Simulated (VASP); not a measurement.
## MoSi2 (MoSi2 type): computed properties

Computed with r2SCAN meta-GGA, VASP's PBE PAW potentials (set 64) (plane waves; VASP).

```yaml
space_group: I4/mmm (139)
cell: a = b = 3.203 Å, c = 7.816 Å, α = β = γ = 90.00°
volume_per_atom: 13.36 Å³/atom
band gap (over mesh and band path): none (metal, semimetal or under 0.01 eV)
density: 6.30 g/cm³
```

MoSi2 is taken in the tetragonal space group I4/mmm (No. 139), Pearson symbol tI6. Conventional cell: a = b = 3.203 Å, c = 7.816 Å, α = β = γ = 90.00°. Si on 4e is coordinated by 5 Si at 2.575–2.628 Å and 5 Mo at 2.605–2.621 Å. Mo on 2a sees 10 Si at 2.605–2.621 Å and 4 Mo at 3.203 Å. (Neighbours: up to the widest gap in distance over summed covalent radii, below 1.35, at either atom; cation-cation and far metal-metal contacts left out.)
(The calculation used a cell of 3 atoms; values per cell refer to that cell.)

Measured: a 3.205 Å (computed value off by -0.1 %), c 7.845 Å (computed value off by -0.4 %), as given by Orest Pavlosiuk et al., Physical Review B (2022), arXiv:2202.05362. The calculation is for a static lattice, while the measured a, c hold thermal and zero-point effects, which are part of the difference.

The compound is MoSi2 in the MoSi2 type structure. It was relaxed first. Symmetry was kept, so distortions that lower it aren't found.
